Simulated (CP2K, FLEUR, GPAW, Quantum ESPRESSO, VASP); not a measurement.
## Pb: 5 runs at one level of theory

```xyz
4
Lattice="3.4928 0.0000 0.0000 -1.7464 3.0249 0.0000 0.0000 0.0000 23.5556" Properties=species:S:1:pos:R:3 pbc="T T T"
Pb    1.7464    1.0083    7.5000
Pb    0.0000    2.0166   10.3519
Pb    0.0000    0.0000   13.2038
Pb    1.7464    1.0083   16.0556
```

Alike in all runs: functional PBE; k mesh 9 × 9 × 1; occupations fermi-dirac, width 0.05 eV; no spin polarisation; no spin-orbit coupling.

```tsv
program and potentials	plane-wave cutoff (eV)	notes	largest force (eV/Å)
GPAW, GPAW PAW data sets (gpaw-data 1.2.1)	450	14 valence electrons an atom on average	0.314
FLEUR, all-electron, FLAPW	-	-	?
CP2K, POTENTIAL_UZH Pb GTH-PBE-q4; TZVP-MOLOPT-PBE-GTH basis	-	atomic basis; 4 valence electrons an atom on average	0.347
VASP, PBE PAW files Pb_d, 520 eV	520	14 valence electrons an atom on average	0.307
Quantum ESPRESSO, PseudoDojo 0.4.1 SR PBE standard	762	14 valence electrons an atom on average	0.301
```

Problem. Estimate from the other rows what the run with FLEUR, all-electron, FLAPW gave.

Solution. Largest force 0.308 eV/Å. The other rows, which needn't bracket it: largest force 0.301 to 0.347.
